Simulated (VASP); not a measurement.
A VASP calculation is set up with these files.

KPOINTS:
```
kpoints
0
gamma
  7 7 5
0 0 0
```

INCAR:
```
SYSTEM = Se
PREC = Accurate
ENCUT = 500
EDIFF = 1E-6
NELM = 100
ALGO = Normal
LREAL = .FALSE.
LASPH = .TRUE.
ISMEAR = 0
SIGMA = 0.05
METAGGA = R2SCAN
LMIXTAU = .TRUE.
LMAXMIX = 4
LWAVE = .FALSE.
LCHARG = .FALSE.
IBRION = 2
ISIF = 3
NSW = 40
EDIFFG = -0.02
PSTRESS = 300
```

### POSCAR
```
Se
1.0
  1.7915121018  -3.1029898982   0.0000000000
  1.7915121018   3.1029898982   0.0000000000
  0.0000000000   0.0000000000   5.1053056463
Se
3
Cartesian
  0.4985360603   0.8634897623   3.4035387993
  2.5859520830  -0.0000000000   0.0000000000
  0.4985360603  -0.8634897623   1.7017668470
```

POTCAR, in this order: Se (PBE.64 set). Program: vasp_std.

Question: Write an equivalent input for Ansatz.

Answer: One equivalent input (not run):
Ansatz 0.2 input:
```yaml
crystal:
  lattice:
    - [1.7915121, -3.1029899, 0.0000000]
    - [1.7915121, 3.1029899, 0.0000000]
    - [0.0000000, 0.0000000, 5.1053056]
  atoms:
    - { symbol: Se, position: [0.0000000, 0.2782767, 0.6666670] }
    - { symbol: Se, position: [0.7217233, 0.7217233, 0.0000000] }
    - { symbol: Se, position: [0.2782767, 0.0000000, 0.3333330] }
kpoints:
  mp_grid: { grid: [7, 7, 5] }
hamiltonian:
  xc: r2scan
  pseudopotentials: { kind: paw }
scf:
  occupations: { method: gaussian, width: 0.05 }
  max_iter: 100
relax:
  max_steps: 40
  f_tol: 0.02
  cell: { p_target: 30 }
output: { forces: true, stress: true, eigenvalues: true }
```
The two are equivalent in intent, not identical: each code has its own PAW files, so the cut-off isn't converted (ENCUT is set for VASP's; basis.ecutwfc is left out, and Ansatz then takes the one that its files recommend); Ansatz stops its SCF on the density residual and VASP on the energy change (EDIFF).

The compound is Se in the trig structure. This run relaxes it under an external pressure of 30 GPa. Symmetry was kept, so distortions that lower it aren't found.
